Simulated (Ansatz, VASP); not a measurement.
# Cross-check of B2Ru between VASP and Ansatz

Aim: how closely do two programs agree when they are given the same cell, functional and k mesh? The cell is taken from a series of runs on this material, whose earlier steps may have relaxed, scaled, displaced or heated it; both programs get it as it stands.

Calculated with Ansatz 0.2.0; plane waves, with VASP 6.6.1 beside it; relaxation of cell and atoms at LDA.

## (1) Starting point

Symmetry: Pmmn, No. 59, orthorhombic system. The conventional cell has a = 2.836 Å, b = 4.592 Å, c = 3.999 Å, α = 90.00°, β = 90.00°, γ = 90.00°. B has 3 B at 1.81 to 1.86 Å and 4 Ru at 2.14 to 2.25 Å nearest. Nearest to Ru lie 8 B at 2.14 to 2.25 Å. Farther neighbours are not listed.

## (2) VASP: relaxation of cell and atoms, LDA, pair 1

The relaxed volume is the usual yardstick between codes: in a stiff, nearly cubic crystal its relative difference is about their pressure difference at one cell divided by the bulk modulus.

Lines of VASP's logs that name or quote its potential files are left out, and so is its time.

The input, INCAR:

```
SYSTEM = B2Ru
PREC = Accurate
ENCUT = 500
EDIFF = 1E-07
NELM = 120
ISMEAR = 0
SIGMA = 0.1
LREAL = .FALSE.
ALGO = Normal
GGA = CA
NBANDS = 26
LASPH = .TRUE.
LORBIT = 11
LWAVE = .FALSE.
LCHARG = .FALSE.
ISIF = 3
IBRION = 2
NSW = 80
EDIFFG = -0.005
GGA_COMPAT = .FALSE.
NELMIN = 4
KPAR = 2
```

The input, POSCAR:

```
B2Ru
1.0
    2.8364140000      0.0000000000      0.0000000000
    0.0000000000      4.5918120000      0.0000000000
    0.0000000000      0.0000000000      3.9991640000
B Ru
4 2
Direct
    0.0000000000      0.8034320656      0.3629906150
    0.0000000000      0.1965679344      0.3629906150
    0.5000000000      0.3034320656      0.6370096350
    0.5000000000      0.6965679344      0.6370096350
    0.0000000000      0.0000000000      0.8489729353
    0.5000000000      0.5000000000      0.1510270647
```

The input, KPOINTS:

```
Automatic mesh
0
Gamma
10 6 6
0 0 0
```

Potentials, in the order of the species: B and Ru_pv (LDA family, release 64).

Launch:

```bash
$ mpirun -np 2 vasp_std
```

Numbers of over 12 decimals in the logs are rounded to 6 here.

The program printed:

```text
[banner, memory and clock lines left out]
running    2 mpi-ranks, on    1 nodes
 distrk:  each k-point on    1 cores,    2 groups
 distr:  one band on    1 cores,    1 groups

 POSCAR found type information on POSCAR B Ru
 POSCAR found :  2 types and       6 ions
 LDA part: xc-table for (Slater(with rela. corr.)+CA(PZ))
 , standard interpolation
 POSCAR, INCAR and KPOINTS ok, starting setup
 FFT: planning ... GRIDC
 FFT: planning ... GRID_SOFT
 FFT: planning ... GRID
 WAVECAR not read
 entering main loop
       N       E                     dE             d eps       ncg     rms          rms(c)
DAV:   1     0.335515482454E+03    0.33552E+03   -0.21816E+04  4992   0.154E+03
DAV:   2    -0.442527656852E+02   -0.37977E+03   -0.37211E+03  5236   0.442E+02
DAV:   3    -0.595639271250E+02   -0.15311E+02   -0.15090E+02  6204   0.836E+01
DAV:   4    -0.597470492574E+02   -0.18312E+00   -0.18262E+00  5862   0.896E+00
DAV:   5    -0.597498955293E+02   -0.28463E-02   -0.28455E-02  6262   0.110E+00    0.390E+01
DAV:   6    -0.548521961173E+02    0.48977E+01   -0.51711E+01  5506   0.549E+01    0.912E+00
DAV:   7    -0.532121408054E+02    0.16401E+01   -0.13902E+01  5378   0.294E+01    0.733E+00
DAV:   8    -0.531028723253E+02    0.10927E+00   -0.43302E-01  5652   0.480E+00    0.197E+00
DAV:   9    -0.530963758934E+02    0.64964E-02   -0.35071E-02  5708   0.115E+00    0.227E-01
DAV:  10    -0.530957635875E+02    0.61231E-03   -0.36859E-03  5742   0.458E-01    0.815E-02
DAV:  11    -0.530957452951E+02    0.18292E-04   -0.30334E-04  5508   0.140E-01    0.242E-02
DAV:  12    -0.530957459506E+02   -0.65548E-06   -0.19689E-05  6130   0.356E-02    0.132E-02
DAV:  13    -0.530957448290E+02    0.11216E-05   -0.44939E-06  5712   0.159E-02    0.978E-04
DAV:  14    -0.530957448540E+02   -0.25010E-07   -0.24396E-07  4400   0.350E-03
   1 F= -.53095745E+02 E0= -.53092430E+02  d E =-.530957E+02
[...]
2 F= -.53094993E+02 E0= -.53091628E+02  d E =0.751549E-03
[...]
3 F= -.53096126E+02 E0= -.53092792E+02  d E =-.380650E-03
 curvature:  -0.18 expect dE=-0.108E-04 dE for cont linesearch -0.104E-07
 trial: gam= 0.03366 g(F)=  0.388E-04 g(S)=  0.198E-04 ort =-0.108E-04 (trialstep = 0.873E+00)
 search vector abs. value=  0.602E-04
 bond charge predicted
       N       E                     dE             d eps       ncg     rms          rms(c)
DAV:   1    -0.530961993494E+02   -0.73850E-04   -0.50077E-03  5074   0.753E-01    0.552E-02
DAV:   2    -0.530961665321E+02    0.32817E-04   -0.51111E-04  5242   0.192E-01    0.362E-02
DAV:   3    -0.530961506933E+02    0.15839E-04   -0.50408E-05  5476   0.606E-02    0.121E-02
DAV:   4    -0.530961467624E+02    0.39309E-05   -0.16303E-05  6026   0.244E-02    0.318E-03
DAV:   5    -0.530961467881E+02   -0.25662E-07   -0.11453E-06  5568   0.757E-03    0.258E-03
DAV:   6    -0.530961467897E+02   -0.16125E-08   -0.35342E-08  2604   0.120E-03
   4 F= -.53096147E+02 E0= -.53092813E+02  d E =-.212854E-04
 trial-energy change:   -0.000021  1 .order   -0.000021   -0.000051    0.000008
 step:   0.7517(harm=  0.7517)  dis= 0.00044  next Energy=   -53.096147 (dE=-0.219E-04)
 reached required accuracy - stopping structural energy minimisation
```

From OUTCAR (step 2):

```text
ion  position               nearest neighbor table
   1  0.000  0.803  0.363-   2 1.81   4 1.86   4 1.86   5 2.14   6 2.16   6 2.16   5 2.25
   2  0.000  0.197  0.363-   1 1.81   3 1.86   3 1.86   5 2.14   6 2.16   6 2.16   5 2.25
   3  0.500  0.303  0.637-   4 1.81   2 1.86   2 1.86   6 2.14   5 2.16   5 2.16   6 2.25
   4  0.500  0.697  0.637-   3 1.81   1 1.86   1 1.86   6 2.14   5 2.16   5 2.16   6 2.25
   5  0.000  0.000  0.849-   1 2.14   2 2.14   3 2.16   4 2.16   3 2.16   4 2.16   1 2.25   2 2.25
                             6 2.96   6 2.96   6 2.96   6 2.96
   6  0.500  0.500  0.151-   3 2.14   4 2.14   1 2.16   2 2.16   1 2.16   2 2.16   3 2.25   4 2.25
                             5 2.96   5 2.96   5 2.96   5 2.96

  LATTYP: Found a simple orthorhombic cell.
 ALAT       =     2.8364140000
 B/A-ratio  =     1.4099366313
 C/A-ratio  =     1.6188793314

 Subroutine GETGRP returns: Found  8 space group operations
 (whereof  4 operations were pure point group operations)

The static configuration has the point symmetry C_2v.
 The point group associated with its full space group is D_2h.

 Found     96 irreducible k-points:

   k-points           NKPTS =     96   k-points in BZ     NKDIM =     96   number of bands    NBANDS=     26

   dimension x,y,z NGX =    24 NGY =   36 NGZ =   30
   dimension x,y,z NGXF=    48 NGYF=   72 NGZF=   60

   ENCUT  =  500.0 eV  36.75 Ry    6.06 a.u.   5.17  8.37  7.29*2*pi/ulx,y,z

   NELECT =      40.0000    total number of electrons

 k-points in reciprocal lattice and weights: Automatic mesh
   0.00000000  0.00000000  0.00000000       0.003
   0.10000000  0.00000000  0.00000000       0.006
   0.20000000  0.00000000  0.00000000       0.006
   0.30000000  0.00000000  0.00000000       0.006
   0.40000000  0.00000000  0.00000000       0.006
   0.50000000  0.00000000  0.00000000       0.003
   0.00000000  0.16666667  0.00000000       0.006
   0.10000000  0.16666667  0.00000000       0.011
   0.20000000  0.16666667  0.00000000       0.011
[...]
0.40000000  0.50000000  0.50000000       0.006
   0.50000000  0.50000000  0.50000000       0.003

 average (electrostatic) potential at core
       1 -27.3124       2 -27.3124       3 -27.3125       4 -27.3125       5 -69.7240
       6 -69.7240

 E-fermi :  11.0784

 k-point     1 :       0.0000    0.0000    0.0000
  band No.  band energies     occupation
    ...
     17       7.9292      2.00000
     18       8.8311      2.00000
     19       9.1907      2.00000
     20       9.8356      2.00000
     21      11.0157      1.62527
     22      12.9361      0.00000
     23      15.1720      0.00000
     24      15.2063      0.00000
     25      15.6002      0.00000
     26      16.0475      0.00000

 k-point     2 :       0.1000    0.0000    0.0000
  band No.  band energies     occupation
    ...
     16       7.3182      2.00000
     17       7.6987      2.00000
     18       8.7602      2.00000
     19       9.1819      2.00000
     20      10.1450      2.00000
     21      11.1471      0.33152
     22      12.9012      0.00000
     23      14.8220      0.00000
     24      15.1407      0.00000
     25      15.8044      0.00000
    ...

 k-point     3 :       0.2000    0.0000    0.0000
  band No.  band energies     occupation
    ...
     16       6.6681      2.00000
     17       7.4008      2.00000
     18       8.4904      2.00000
     19       9.3678      2.00000
     20      10.8154      1.99980
     21      11.4952      0.00000
     22      12.7535      0.00000
     23      14.2046      0.00000
     24      14.9463      0.00000
     25      16.1682      0.00000
    ...

  Total       -0.0173948      0.0013146      0.0172412      0.0000000      0.0000000      0.0000000
  in kB       -0.5339792      0.0403546      0.5292622      0.0000000      0.0000000      0.0000000
  external PRESSURE =       0.0118792 kB  Pullay stress =       0.0000000 kB

  energy-cutoff  :      500.00
  volume of cell :       52.19
      direct lattice vectors                 reciprocal lattice vectors
     2.838835467  0.000000000  0.000000000     0.352257118  0.000000000  0.000000000
     0.000000000  4.594470666  0.000000000     0.000000000  0.217652930  0.000000000
     0.000000000  0.000000000  4.001574708     0.000000000  0.000000000  0.249901619

 POSITION                                       TOTAL-FORCE (eV/Angst)
 -----------------------------------------------------------------------------------
      0.00000      3.69226      1.45285         0.000000     -0.001745      0.002486
      0.00000      0.90221      1.45285         0.000000      0.001745      0.002486
      1.41942      1.39502      2.54872         0.000000     -0.001745     -0.002486
      1.41942      3.19945      2.54872         0.000000      0.001745     -0.002486
      0.00000      0.00000      3.39883         0.000000      0.000000     -0.000854
      1.41942      2.29724      0.60275         0.000000      0.000000      0.000854
 -----------------------------------------------------------------------------------
    total drift:                                0.000000     -0.000000      0.000105

  FREE ENERGIE OF THE ION-ELECTRON SYSTEM (eV)
  ---------------------------------------------------
  free  energy   TOTEN  =       -53.0961467897 eV

  energy  without entropy=      -53.0894796490  energy(sigma->0) =      -53.09281322

 reached required accuracy - stopping structural energy minimisation

 total charge
# of ion       s       p       d       tot
------------------------------------------
    1        0.687   1.242   0.000   1.929
    2        0.687   1.242   0.000   1.929
    3        0.687   1.242   0.000   1.929
    4        0.687   1.242   0.000   1.929
    5        0.390   6.424   6.163  12.977
    6        0.390   6.424   6.163  12.977
--------------------------------------------------
tot          3.528  17.816  12.326  33.670

[... 3 further parts left out ...]
```

CONTCAR:

```
B2Ru
   1.00000000000000
     2.8388354669359628    0.0000000000000000    0.0000000000000000
     0.0000000000000000    4.5944706659882639    0.0000000000000000
     0.0000000000000000    0.0000000000000000    4.0015747082041191
  B               Ru
     4     2
Direct
     0.0000000000000000    0.8036303799293644    0.3630703964003097
     0.0000000000000000    0.1963696200706356    0.3630703964003097
     0.5000000000000000    0.3036303799293644    0.6369298535996896
     0.5000000000000000    0.6963696200706356    0.6369298535996896
     0.0000000000000000    0.0000000000000000    0.8493721826205614
     0.5000000000000000    0.5000000000000000    0.1506278173794387
```

## (3) Ansatz: relaxation of cell and atoms, LDA, pair 1

Ansatz runs on its PAW soft_1 files.

The same cell, functional (in two slightly different forms), mesh and smearing now go to Ansatz, which takes its cutoff from its data sets.

The input, input.yaml:

```yaml
crystal:
  lattice:
    - [2.8364135028, 0.0, 0.0]
    - [0.0, 4.59181189, 0.0]
    - [0.0, 0.0, 3.9991644714]
  atoms:
    - { symbol: B, position: [0.0, 0.8034321225, 0.3629904768] }
    - { symbol: B, position: [0.0, 0.1965678775, 0.3629904768] }
    - { symbol: B, position: [0.5, 0.3034321225, 0.6370095232] }
    - { symbol: B, position: [0.5, 0.6965678775, 0.6370095232] }
    - { symbol: Ru, position: [0.0, 0.0, 0.8489729506] }
    - { symbol: Ru, position: [0.5, 0.5, 0.1510270494] }
kpoints:
  mp_grid: { grid: [10, 6, 6] }
hamiltonian:
  xc: lda
  pseudopotentials: { kind: paw, azcp: { folder: soft_1 }, xc_functional: pbe }
scf:
  occupations: { method: gaussian, width: 0.1 }
output:
  forces: true
  stress: true
  eigenvalues: true
relax:
  adjacent_minimum: "off"
  f_tol: 0.005
  max_steps: 80
  cell: { stress_tol: 0.05 }
```

Launch:

```bash
$ ansatz run input.yaml --threads 8 --pin off --max-ram 20480MiB --backend cpu --events-out ev --progress --plain --runs-dir out
```

The program printed:

```text
Engine: ansatz 0.2.0, aarch64-unknown-linux-gnu
Pseudopotentials: kind: paw
Pseudopotential: B, paw, valence charge 3, recommended cutoff 420 eV (normal), soft_1/B.paw.azcp
Pseudopotential: Ru, paw, valence charge 16, recommended cutoff 420 eV (normal), soft_1/Ru.paw.azcp
Functional definition: SPW92
  exchange = slater_x
  correlation = pw_c
Crystal: 6 atoms, lattice volume = 52.086 Å³
Basis set: ecut = 420 eV, 1003 PW (Γ)
Bands: 28, of which v1, the nominal top of the filled ones, is band 22 counted from 1 (21 counted from 0)
Symmetry: 8 space group operations
Space group: Pmmn (ITA 59), of the structure as read, at distance tolerance 3.7e-5 Å
k-points: 96 of 360
Non-local potential: B, projectors of the file, l = 0: 2, l = 1: 2, l = 2: 1
Non-local potential: Ru, projectors of the file, l = 0: 3, l = 1: 2, l = 2: 2, l = 3: 1
PAW form: soft (Blöchl's): semilocal exchange-correlation on the pseudo side does not see the compensation charge
PAW frozen core: B, regenerated for the run's functional, and the local potential with it (the file was generated under x = pbe(κ = 0.804, μ = 0.219515), c = pbe(β = 0.066725))
PAW frozen core: Ru, regenerated for the run's functional, and the local potential with it (the file was generated under x = pbe(κ = 0.804, μ = 0.219515), c = pbe(β = 0.066725))
PAW one-centre angular grid: B, 110 points (default); XC on 64 Gauss nodes
PAW one-centre angular grid: Ru, 590 points (default); XC on 64 Gauss nodes
Initial density: superposition of atomic densities (chi_scale 0.1, normalization cell, long waves kept (reshape's long-wave potential 0.00 eV rms))
Initial wavefunctions: pseudopotential atomic-orbital guess
Functional: x = slater, c = lda
SCF iter   1: F=—  HF=-12124.768571 eV  |F-HF|=—  |Δ(HF+E_count)|=         —  Δρ=2.05e-1  dr2=3.62e1  ethr=3.10e-3  ⟨swp⟩=5.7  Hψ=11008  notcnv=0
preconditioner: auto → Kerker (q_TF=auto, 2.653 Å⁻¹)  [metal: Δε(μ)=0.009 eV  Ē_g=9.199 eV  σ=0.100 eV  W_gap=0.05  n_scr=14 (ndim 8)  ℏωp=27.2 eV  f_vac=0.000  D(μ)=2.90/eV (n_scr^D=34)]
SCF iter   2: F=—  HF=-12119.268463 eV  |F-HF|=—  |Δ(HF+E_count)|=    5.50e0  Δρ=9.79e-2  dr2=8.75e0  ethr=3.10e-3  ⟨swp⟩=2.8  Hψ=6023  notcnv=0  defer=125
SCF iter   3: F=—  HF=-12117.637811 eV  |F-HF|=—  |Δ(HF+E_count)|=    1.63e0  Δρ=1.43e-2  dr2=8.97e-2  ethr=3.10e-3  ⟨swp⟩=2.6  Hψ=5073  notcnv=0  defer=131
SCF iter   4: F=—  HF=-12117.617460 eV  |F-HF|=—  |Δ(HF+E_count)|=   2.04e-2  Δρ=5.23e-3  dr2=2.50e-2  ethr=2.04e-4  ⟨swp⟩=2.1  Hψ=5554  notcnv=0  defer=127
SCF iter   5: F=—  HF=-12117.612925 eV  |F-HF|=—  |Δ(HF+E_count)|=   4.54e-3  Δρ=1.10e-3  dr2=7.30e-4  ethr=5.69e-5  ⟨swp⟩=2.1  Hψ=3548  notcnv=0  defer=127
SCF iter   6: F=—  HF=-12117.612765 eV  |F-HF|=—  |Δ(HF+E_count)|=   1.60e-4  Δρ=1.90e-4  dr2=2.17e-5  ethr=1.66e-6  ⟨swp⟩=2.0  Hψ=3573  notcnv=0  defer=127
SCF iter   7: F=—  HF=-12117.612761 eV  |F-HF|=—  |Δ(HF+E_count)|=   3.94e-6  Δρ=4.24e-5  dr2=1.38e-6  ethr=4.93e-8  ⟨swp⟩=2.3  Hψ=3803  notcnv=0  defer=127
SCF iter   8: F=-12117.612761 eV  HF=-12117.612761 eV  |F-HF|=2.51e-8  |Δ(HF+E_count)|=   2.13e-7  Δρ=7.83e-6  dr2=3.61e-8  ethr=2.27e-10  ⟨swp⟩=10.9  Hψ=13277  notcnv=0
SCF 1 converged in 8 iterations: F = -12117.612761 eV  dr2 = 3.61e-8
  greatest PAW one-centre occupation: 1.000 electrons in one spin orbital (limit 2), on the Ru atom at site 5 (counted from 0), in its partial waves of l = 0
relax step   1: F+E_penalty+E_count = -12117.61276070 eV  Δ(F+E_penalty+E_count) = +0.000e0 eV  max|allowed force component| = 1.847e-2 eV/Å  Δτ_max = 0.0000 Å  P = -0.034 GPa  Ω = 52.086 Å³  (8 SCF iters, dr2 threshold 1.00e-7 eV, accepted)
[...]
relax step   2: F+E_penalty+E_count = -12117.61279697 eV  Δ(F+E_penalty+E_count) = -3.627e-5 eV  max|allowed force component| = 6.169e-3 eV/Å  Δτ_max = 0.0005 Å  P = +0.001 GPa  Ω = 52.077 Å³  energy of the carried Pulay correction = +1.890e-5 eV  (6 SCF iters, dr2 threshold 2.13e-8 eV, accepted)
[...]
relax step   3: F+E_penalty+E_count = -12117.61280116 eV  Δ(F+E_penalty+E_count) = -4.191e-6 eV  max|allowed force component| = 2.460e-3 eV/Å  Δτ_max = 0.0002 Å  P = -0.003 GPa  Ω = 52.076 Å³  energy of the carried Pulay correction = +1.980e-5 eV  (6 SCF iters, dr2 threshold 2.38e-9 eV, accepted)
[...]
relax step   4: F+E_penalty+E_count = -12117.61277585 eV  Δ(F+E_penalty+E_count) = +2.531e-5 eV  max|allowed force component| = 2.448e-3 eV/Å  Δτ_max = 0.0000 Å  P = -0.003 GPa  Ω = 52.076 Å³  stress off target by 1.85e-2 GPa  SCF on the basis re-selected at this cell (its energy is not comparable with the rows above)  (7 SCF iters)
basis re-selected at this cell: Δ(F+E_penalty+E_count) = +2.531e-5 eV, ΔP = -0.001 GPa vs the last step (what re-selecting the basis moved, of the pressure what is left beyond the Pulay correction that the steps carried, after the strain that the cell walked since its last selection, with what the two solves' SCF thresholds leave and, on support functions, any second-order correction that the steps lacked; it is no m [...]
SCF converged after 7 iterations
Free energy (F): -12117.612776 eV
Harris-Foulkes:  -12117.612776 eV  (|F-HF|=0.00e0)
Internal energy: -12117.606144 eV  (E = F + TS)
E sigma→0 (E₀):  -12117.609460 eV
Entropy (-TS):   -0.006632 eV (-1.105 meV/atom)
Fermi energy:    18.070435 eV
--- Per-component energies (eV) ---
  E_band       = -179.006485
  E_kinetic    = 1127.847754
  E_local      = -3369.875432  (includes V_loc(G=0)·N_el)
  E_nonlocal   = 868.853406
  E_hartree    = 1187.355453
  E_xc         = -473.140385
  E_vxc        = -589.008710  (∫ρ·V_xc dr)
  E_paw        = -7053.076533  (= ΣΔE_a)
  E_vpaw       = -591.535469  (= ΣTr[D̂ρ^β])
  E_aug_tail   = 0.001058  (compensation charges beyond the density's cutoff)
  E_ewald      = -4406.898172
  E_core_change = 1.326706  (= ΣΔE_core)
  E_smearing   = -0.006632  (= −TS)
  E_closure    = -0.000000  (closes the sum)
  Σ components = -12117.612776   (vs F -12117.612776, Δ=0.00e0)
--- Forces (eV/Å), atoms counted from 1 ---
  atom   1  B      0.00000000     0.00244774    -0.00003689
  atom   2  B      0.00000000    -0.00244774    -0.00003689
  atom   3  B     -0.00000000     0.00244774     0.00003689
  atom   4  B     -0.00000000    -0.00244774     0.00003689
  atom   5  Ru     0.00000000     0.00000000    -0.00123927
  atom   6  Ru    -0.00000000    -0.00000000     0.00123927
  max |Σ_I F_I| component: 1.73e-18 eV/Å
--- Stress (GPa, compression-positive) ---
        0.011126       0.000000       0.000000
        0.000000      -0.002535       0.000000
        0.000000       0.000000      -0.018503
  P = ⅓ Tr σ = -0.0033 GPa (-0.033 kbar)
--- Band table (eV; the first three rows and the last of 96) ---
  k-point 0: bands = [... 18 lower, 14.9164, 15.8146, 16.1779, 16.8168, 18.0138, 19.9355, 22.1744, 22.2051, ... 2 higher]
  k-point 1: bands = [... 18 lower, 14.6669, 15.9592, 16.2244, 16.5709, 18.6146, 19.4857, 21.8365, 22.1799, ... 2 higher]
  k-point 2: bands = [... 18 lower, 14.4737, 15.9642, 15.9922, 16.1470, 18.2140, 19.9601, 19.9870, 22.1386, ... 2 higher]
  k-point 95: bands = [... 18 lower, 14.7825, 14.7825, 15.4618, 15.4618, 18.9821, 18.9821, 19.1357, 19.1357, ... 2 higher]
--- Relaxed structure (3 steps of the walk, 3 accepted, 1 SCFs on fresh bases) ---
  F+E_penalty+E_count = -12117.61277585 eV   max|allowed force component| = 2.448e-3 eV/Å   (the final SCF, on the basis selected at the relaxed cell)
  cell:  # Å, volume = 52.0761 Å³
    - [2.836456, 0, 0]
    - [0, 4.591227, 0]
    - [0, 0, 3.998838]
  atoms:
    - { symbol: B, position: [0, 0.803491, 0.363031] }
    - { symbol: B, position: [0, 0.196509, 0.363031] }
    - { symbol: B, position: [0.5, 0.303491, 0.636969] }
    - { symbol: B, position: [0.5, 0.696509, 0.636969] }
    - { symbol: Ru, position: [0, 0, 0.849143] }
    - { symbol: Ru, position: [0.5, 0.5, 0.150857] }
```

The column dr2 measures how far the density is from self-consistency, as an energy; F and HF (Harris–Foulkes) agree once it is small.

## (4) Comparison

Known differences besides the potentials themselves: the two LDA forms differ slightly; the data sets hold 44 valence electrons in Ansatz (on its PAW soft_1 files) and 40 in VASP; the cutoff is 420 eV in Ansatz and 500 eV in VASP; VASP's log shows a relativistic correction to its local exchange, Ansatz's none; Ansatz adds a Pulay correction to the stress that steers its cell, VASP none. Total energies have different zeros and are not compared.

Both answers:

```tsv
quantity	Ansatz	VASP	difference
volume (Å³)	52.08	52.19	-0.22 %
edge a after relaxation, in the typed setting (Å)	2.837	2.839	-0.08 %
edge b after relaxation, in the typed setting (Å)	4.591	4.595	-0.07 %
edge c after relaxation, in the typed setting (Å)	3.999	4.002	-0.07 %
```

(Part 1 of 2 ends here.)

[Lines on the potential files, build, host, timing and source positions are cut from VASP's logs without a mark.]

[Logs are printed without paths, hosts, clocks, repeated set-up lines and the standing remarks that a program may print on its own settings, such as how far it seeks lower states.]

[Hosts, paths, dates, database ids (printed as entryN), source tags and the programs' standing remarks are cut or masked in the printed files.]
